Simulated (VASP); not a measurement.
Data:

```yaml
crystal:
  lattice:
    - [-1.66050, 1.66050, 2.56373]
    - [1.66050, -1.66050, 2.56373]
    - [1.66050, 1.66050, -2.56373]
  atoms:
    - { symbol: In, position: [0.00000, 0.00000, 0.00000] }
```

The numbers are results of revPBE GGA, VASP's PBE PAW potentials (set 64) (plane waves; VASP), not measurements. Numerical set-up: 520 eV cut-off, Gaussian smearing of 0.050 eV, potentials In_d.

Unless said otherwise, spin-orbit coupling is left out, though it shifts the bands of the heavy elements here.

Question: Predict the band gap (along the path) with the smallest direct gap where there is one.

Answer: 
```
Property                                                      Value
-------------------------  ----------------------------------------
band gap (along the path)  none (metal, semimetal or under 0.01 eV)
```

The compound is In in the bct structure. It was relaxed first, which changed the volume by +8 %.
